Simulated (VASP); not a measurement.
# Be3CdO4 in VASP: a series of runs, part 2 of 2

VASP 6.6.1. The steps go on from the part before.

### 3 Relaxation of cell and atoms, PBE

This run uses another cell than the first one, of 11.44 Å³/atom, 1.274 times its volume.

Input file INCAR:

```
SYSTEM = Be3CdO4
PREC = Normal
ENCUT = 520
EDIFF = 1E-4
ISMEAR = 0
SIGMA = 0.15
LREAL = .FALSE.
LASPH = .TRUE.
NELM = 60
ALGO = Fast
ISIF = 3
LWAVE = .FALSE.
LCHARG = .FALSE.
GGA = PE
IBRION = 2
NSW = 24
EDIFFG = -0.08
```

Input file KPOINTS:

```
regular mesh
0
G
  4 4 4
  0 0 0
```

Input file POSCAR:

```
Be3CdO4
1.0
   -3.0391345600      3.0391345600      2.4768007600
    3.0391345600     -3.0391345600      2.4768007600
    3.0391345600      3.0391345600     -2.4768007600
Be Cd O
3 1 4
Direct
    0.5000000000      0.0000000000      0.5000000000
    0.0000000000      0.5000000000      0.5000000000
    0.5000000000      0.5000000000      0.0000000000
    0.0000000000      0.0000000000      0.0000000000
    0.4086909900      0.4086909900      0.3515920000
    0.0570989900      0.0570989900      0.6484080000
    0.5913090100      0.9429010100      0.0000000000
    0.9429010100      0.5913090100      0.0000000000
```

Potentials or basis: VASP PAW PBE potentials, release 64 (Be, Cd, O).

Command:

```console
$ cat potpaw_PBE.64/Be/POTCAR potpaw_PBE.64/Cd/POTCAR potpaw_PBE.64/O/POTCAR > POTCAR
$ mpirun -np 1 vasp_std > vasp.out
```

OUTCAR:

```text
SYSTEM = Be3CdO4
   PREC = Normal
   ENCUT = 520
   EDIFF = 1E-4
   ISMEAR = 0
   LREAL = .FALSE.
   LASPH = .TRUE.
   NELM = 60
   ISIF = 3
   GGA = PE
   IBRION = 2
   NSW = 24
   EDIFFG = -0.08

 ion  position               nearest neighbor table
   1  0.500  0.000  0.500-   4 3.04   4 3.04
   2  0.000  0.500  0.500-   4 3.04   4 3.04
   3  0.500  0.500  0.000-   5 2.01   6 2.01   7 2.01   8 2.01   4 2.48   4 2.48
   4  0.000  0.000  0.000-   6 1.90   5 1.90   7 1.90   8 1.90   3 2.48   3 2.48   1 3.04   2 3.04
                             1 3.04   2 3.04
   5  0.409  0.409  0.352-   4 1.90   3 2.01
   6  0.057  0.057  0.648-   4 1.90   3 2.01
   7  0.591  0.943  0.000-   4 1.90   3 2.01
   8  0.943  0.591  0.000-   4 1.90   3 2.01

  LATTYP: Found a body centered tetragonal cell.
 ALAT       =     6.0782691200
 C/A-ratio  =     0.8149691009

  Lattice vectors:

 A1 = (  -3.0391345600,   3.0391345600,   2.4768007600)
 A2 = (   3.0391345600,  -3.0391345600,   2.4768007600)
 A3 = (   3.0391345600,   3.0391345600,  -2.4768007600)

Analysis of symmetry for initial positions (statically):
=====================================================================
 Subroutine PRICEL returns:
 Original cell was already a primitive cell.

 Routine SETGRP: Setting up the symmetry group for a
 body centered tetragonal supercell.

 Subroutine GETGRP returns: Found  8 space group operations
 (whereof  8 operations were pure point group operations)
 out of a pool of 16 trial point group operations.

The static configuration has the point symmetry D_2d.

Analysis of symmetry for dynamics (positions and initial velocities):
=====================================================================
 Subroutine PRICEL returns:
 Original cell was already a primitive cell.

 Routine SETGRP: Setting up the symmetry group for a
 body centered tetragonal supercell.

 Subroutine GETGRP returns: Found  8 space group operations
 (whereof  8 operations were pure point group operations)
[... 117 lines left out ...]
   ISMEAR =     0;   SIGMA  =   0.15  broadening in eV -4-tet -1-fermi 0-gaus
   EFERMI_NEDOS =   21; number of points for ismear=-14 and -15
   IALGO  =     68    algorithm
   IMIX   =      4    mixing-type and parameters
     AMIX     =   0.40;   BMIX     =  1.00
     AMIX_MAG =   1.60;   BMIX_MAG =  1.00
  volume/ion in A,a.u.               =      11.44        77.19
  Fermi-wavevector in a.u.,A,eV,Ry     =   1.262819  2.386381 21.697356  1.594711
  Thomas-Fermi vector in A             =   2.396207
   LORBIT       =      0    0 simple, 1 ext, 2 COOP (PROOUT), +10 PAW based schemes
   GGA     = PE    functional components
   LHFCALC =     F    Hartree Fock is set to
   AEXX    =    0.0000 exact exchange contribution
   IVDW    =     0    specifies the selected vdW correction
   LEPSILON=     F    determine dielectric tensor
   LRPA    =     F    only Hartree local field effects (RPA)
 conjugate gradient relaxation of ions
 non-spin polarized calculation
 RMM-DIIS sequential band-by-band and
 Gauss-broadening in eV      SIGMA  =   0.15
  energy-cutoff  :      520.00
  volume of cell :       91.51
 maximum number of plane-waves:      2490
   NGX = 19   NGY = 19   NGZ = 19

--------------------------------------- Ionic step        1  -------------------------------------------

 number of electron      41.9999986 magnetization

 Free energy of the ion-electron system (eV)
  ---------------------------------------------------
  ext. energy  EPLUGINS =         0.00000000
  ---------------------------------------------------
  free energy    TOTEN  =       -31.80698797 eV

  energy without entropy =      -31.80155243  energy(sigma->0) =      -31.80427020

------------------------ aborting loop because EDIFF is reached ----------------------------------------

  FORCE on cell =-STRESS in cart. coord.  units (eV):
  Direction    XX          YY          ZZ          XY          YZ          ZX
  --------------------------------------------------------------------------------------
  -------------------------------------------------------------------------------------
  Total       -3.6487402     -3.6487402     12.2622737      0.0000000      0.0000000      0.0000000
  in kB      -63.8855447    -63.8855447    214.6993181      0.0000000      0.0000000      0.0000000
  external PRESSURE =      28.9760763 kB  Pullay stress =       0.0000000 kB
[... 878 lines left out ...]
     25      24.1842      0.00000
     26      25.3203      0.00000

[... ionic steps 4 to 17 ...]

--------------------------------------- Ionic step       18  -------------------------------------------

 number of electron      41.9999993 magnetization

------------------------ aborting loop because EDIFF is reached ----------------------------------------
[... 79 lines left out ...]
--------------------------------------- Ionic step       20  -------------------------------------------

 number of electron      41.9999985 magnetization

 Free energy of the ion-electron system (eV)
  ---------------------------------------------------
  ext. energy  EPLUGINS =         0.00000000
  ---------------------------------------------------
  free energy    TOTEN  =       -44.26229398 eV

  energy without entropy =      -44.26229398  energy(sigma->0) =      -44.26229398

 E-fermi :   3.5762     XC(G=0): -10.9917

 val. band max:        2.8981776461   @ k =   0.0000   0.0000   0.0000
 cond. band min:       5.4897354233   @ k =   0.0000   0.0000   0.0000
 fundamental gap:      2.5915577772
 Fermi energy:         3.5761639352
[... 410 lines left out ...]
  FREE ENERGIE OF THE ION-ELECTRON SYSTEM (eV)
  ---------------------------------------------------
  free  energy   TOTEN  =       -44.2622939789 eV

  energy  without entropy=      -44.2622939789  energy(sigma->0) =      -44.26229398

 reached required accuracy - stopping structural energy minimisation
```

CONTCAR:

```text
Be3CdO4
   1.00000000000000
    -2.4537241911454482    2.4537241911454482    3.0560433823382214
     2.4537241911454482   -2.4537241911454482    3.0560433823382214
     2.4537241911454482    2.4537241911454482   -3.0560433823382214
  Be              Cd              O
     3     1     4
Direct
     0.5000000000000000    0.0000000000000000    0.5000000000000000
     0.0000000000000000    0.5000000000000000    0.5000000000000000
     0.5000000000000000    0.5000000000000000    0.0000000000000000
     0.0000000000000000    0.0000000000000000    0.0000000000000000
     0.5990177479702516    0.5990177479702515    0.4216556226901095
     0.1773621252801425    0.1773621252801425    0.5783443773098904
     0.4009822520297481    0.8226378747198574    0.0000000000000000
     0.8226378747198575    0.4009822520297481    0.0000000000000000

  0.00000000E+00  0.00000000E+00  0.00000000E+00
  0.00000000E+00  0.00000000E+00  0.00000000E+00
  0.00000000E+00  0.00000000E+00  0.00000000E+00
  0.00000000E+00  0.00000000E+00  0.00000000E+00
  0.00000000E+00  0.00000000E+00  0.00000000E+00
  0.00000000E+00  0.00000000E+00  0.00000000E+00
  0.00000000E+00  0.00000000E+00  0.00000000E+00
  0.00000000E+00  0.00000000E+00  0.00000000E+00
```

It took 2.7 min on 1 thread of Intel Xeon Platinum 8488C (Sapphire Rapids), shared host; peak memory 0.18 GiB.

Results:

| Item | Value |
| --- | --- |
| Free energy | -44.2623 eV |
| Relaxed volume | 9.20 Å³/atom |
| Relaxed cell | a = 4.624 Å, b = 4.624 Å, c = 4.624 Å, α = 115.90°, β = 115.90°, γ = 97.26° |
| Space group after relaxing (to 0.05 Å) | I-42m (No. 121) |
| Energy gained by relaxing | 1556.9 meV/atom |
| Ionic steps | 20 |
| Pressure after relaxing | 0.9 GPa |
| Largest force after relaxing | 0.075 eV/Å |
| Band gap on the k mesh | 2.59 eV, direct |

Forces in eV/Å, atoms in the order of the input:
```
Be   0.000  0.000  0.000
Be   0.000  0.000  0.000
Be   0.000  0.000  0.000
Cd   0.000  0.000  0.000
O    0.050  0.050 -0.023
O   -0.050 -0.050 -0.023
O    0.050 -0.050  0.023
O   -0.050  0.050  0.023
```

Step by step:
```tsv
step	energy change (eV)	largest force (eV/Å)	pressure (GPa)	volume (Å³)
1	0.0000	6.0360	2.90	91.51
2	-4.2676	2.2119	-24.38	94.00
3	-4.6072	2.2275	-27.10	94.53
4	-9.6765	2.2550	-16.47	75.56
5	44.1622	28.3175	729.46	36.19
6	-9.1149	1.9572	-10.08	72.97
7	-11.3844	1.3080	10.16	64.70
8	-4.2242	4.8416	151.82	49.42
9	-11.3874	1.2481	12.66	64.13
10	-11.3854	1.1885	14.64	63.58
11	-11.8408	0.5222	22.94	64.00
12	-11.8412	0.5209	22.82	63.99
13	-12.4328	0.4499	-1.45	73.86
14	-12.4349	0.3975	-0.71	73.25
15	-12.4346	0.3866	-0.10	73.06
16	-12.4500	0.1578	-0.11	73.50
17	-12.4503	0.2086	-0.35	73.68
18	-12.4506	0.1839	-0.31	73.63
19	-12.4546	0.1070	0.43	73.61
20	-12.4553	0.0748	0.86	73.60
```

Final structure:
```
Be Cd O
1.0
    -2.45372    2.45372    3.05604
     2.45372   -2.45372    3.05604
     2.45372    2.45372   -3.05604
Be Cd O
3 1 4
Direct
  0.50000 0.00000 0.50000
  0.00000 0.50000 0.50000
  0.50000 0.50000 0.00000
  0.00000 0.00000 0.00000
  0.59902 0.59902 0.42166
  0.17736 0.17736 0.57834
  0.40098 0.82264 0.00000
  0.82264 0.40098 0.00000
```

Caveat: the volume moved by over 15 % at a fixed basis, so the end points are rough; the relaxation stopped at a loose force limit of 0.08 eV/Å, so its end isn't a converged minimum.
